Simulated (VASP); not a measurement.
Calculation: PBE GGA, VASP's PBE PAW potentials (set 64) (plane waves; VASP 6.6.1).

VASP input:

POSCAR:
```
HfO2
3.6639440
  0.0000000000   0.7071068772   0.7071068772
  0.7071068772   0.0000000000   0.7071068772
  0.7071068772   0.7071068772   0.0000000000
Hf O
1 2
direct
  0.0000000000   0.0000000000   0.0000000000
  0.2500000000   0.2500000000   0.2500000000
  0.7500000000   0.7500000000   0.7500000000
```

**INCAR**
```
ALGO  =  Normal
EDIFF  =  1E-6
ENCUT  =  520
GGA  =  PE
ISIF  =  2
ISMEAR  =  0
KGAMMA  =  .True.
KSPACING  =  0.2
LASPH  =  .True.
LCHARG  =  .False.
LMAXMIX  =  6
LREAL  =  .False.
LWAVE  =  .False.
NELM  =  100
PREC  =  Accurate
SIGMA  =  0.05
SYSTEM  =  HfO2
```

POTCAR, in this order: Hf_pv O (PBE.64 set). Program: vasp_std.

Q: Predict the energy per atom (σ→0), pressure.

A: 
energy per atom (σ→0): -10.050 eV/atom
pressure: -14.06 GPa

### OSZICAR
```
...
DAV:   7    -0.302002072379E+02    0.12532E+00   -0.90972E-01  2142   0.863E+00    0.275E+01
DAV:   8    -0.301670589879E+02    0.33148E-01   -0.33977E-01  2149   0.588E+00    0.623E+00
DAV:   9    -0.301511751859E+02    0.15884E-01   -0.58083E-02  2086   0.221E+00    0.166E+00
DAV:  10    -0.301513159495E+02   -0.14076E-03   -0.50231E-03  2300   0.547E-01    0.328E-01
DAV:  11    -0.301512812374E+02    0.34712E-04   -0.30851E-04  1967   0.141E-01    0.226E-01
DAV:  12    -0.301512976291E+02   -0.16392E-04   -0.65181E-05  2227   0.602E-02    0.664E-02
DAV:  13    -0.301512984943E+02   -0.86515E-06   -0.22224E-06  1915   0.116E-02
   1 F= -.30151298E+02 E0= -.30151298E+02  d E =-.207928E-13
```

The compound is HfO2 in the fluorite structure, the high-temperature cubic form, which is unstable at 0 K; the monoclinic form is the stable one. The cell was not relaxed at this level. The run is one of a series of settings (KGAMMA = .TRUE., KSPACING = 0.2, KPOINTS file removed against the base run), some of them coarse on purpose.
